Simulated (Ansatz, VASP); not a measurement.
# AlNi3Sb in VASP and in Ansatz

Contents of INCAR:

```
SYSTEM = AlNi3Sb
  PREC = Accurate
  ENCUT = 520
  EDIFF = 1E-7
  ISMEAR = -1
  SIGMA = 0.05
  LREAL = .FALSE.
  LASPH = .TRUE.
  NELM = 100
  ALGO = Normal
  ISIF = 2
  LWAVE = .FALSE.
  LCHARG = .FALSE.
  ISPIN = 2
  MAGMOM = 0 1 1 1 0
  LORBIT = 11
  LMAXMIX = 4
  GGA = PE
  NBANDS = 31
```

KPOINTS

```
Automatic mesh
0
G
  8 8 6
  0 0 0
```

The input POSCAR:

```
AlNi3Sb
1.0
    4.1997982543      0.0000000000      0.0000000000
   -2.0998991272      3.6371319790      0.0000000000
    0.0000000000      0.0000000000      5.0353130606
Sb Ni Al
1 3 1
Direct
    0.3333333333      0.6666666667      0.5000000000
    0.6666666667      0.3333333333      0.5000000000
    0.0000000000      0.0000000000      0.2442620000
    0.0000000000      0.0000000000      0.7557380000
    0.6666666667      0.3333333333      0.0000000000
```

The input input.yaml:

```yaml
crystal:
  lattice:
    - [4.1997982543, 0.0, 0.0]
    - [-2.0998991272, 3.637131979, 0.0]
    - [0.0, 0.0, 5.0353130606]
  atoms:
    - { symbol: Sb, position: [0.3333333333, 0.6666666667, 0.5] }
    - { symbol: Ni, position: [0.6666666667, 0.3333333333, 0.5], spin: 1.0 }
    - { symbol: Ni, position: [0.0, 0.0, 0.244262], spin: 1.0 }
    - { symbol: Ni, position: [0.0, 0.0, 0.755738], spin: 1.0 }
    - { symbol: Al, position: [0.6666666667, 0.3333333333, 0.0] }
hamiltonian:
  xc: pbe
  pseudopotentials: { kind: paw }
magnetization:
  spin_polarized: true
kpoints:
  mp_grid: { grid: [8, 8, 6] }
scf:
  occupations: { method: fermi_dirac, width: 0.05 }
output:
  forces: true
  stress: true
  eigenvalues: true
```

Change from the starting cell: volume scaled by 1.06.

Alike in both runs: task single point; functional PBE; k mesh 8 × 8 × 6; occupations fermi-dirac, width 0.05 eV; collinear spin, ferromagnetic start.

|  | VASP | Ansatz |
| --- | --- | --- |
| version | VASP 6.6.1 | Ansatz 0.2.0 |
| potentials or method | VASP PAW PBE potentials, release 64 (Sb, Ni, Al) | Ansatz PAW |
| plane-wave cutoff (eV) | 520 | 420 |
| valence electrons in the cell | 38 | 72 |

|  | VASP | Ansatz | Ansatz less VASP |
| --- | --- | --- | --- |
| gap on the k mesh at the Fermi level (eV) | none | none | - |
| pressure (GPa) | -5.8 | -5.8 | +0.04 |
| largest component of the traceless stress (GPa) | 0.67 | 0.58 | -0.088 |
| rms of the force components (eV/Å) | 0.012 | 0.012 | -0.0003 |
| net moment per atom (μB) | 0.00 | 0.00 | 0.000 |

Atom by atom the forces differ by 0.000 eV/Å (rms over components). A gap of «none» marks a metal or a gap that the smearing closes. The two sets of potentials don't hold the same shells in valence.

Caveats: the starting moments weren't kept (Ansatz). Spin-orbit coupling is left out, which matters for the levels of Sb.
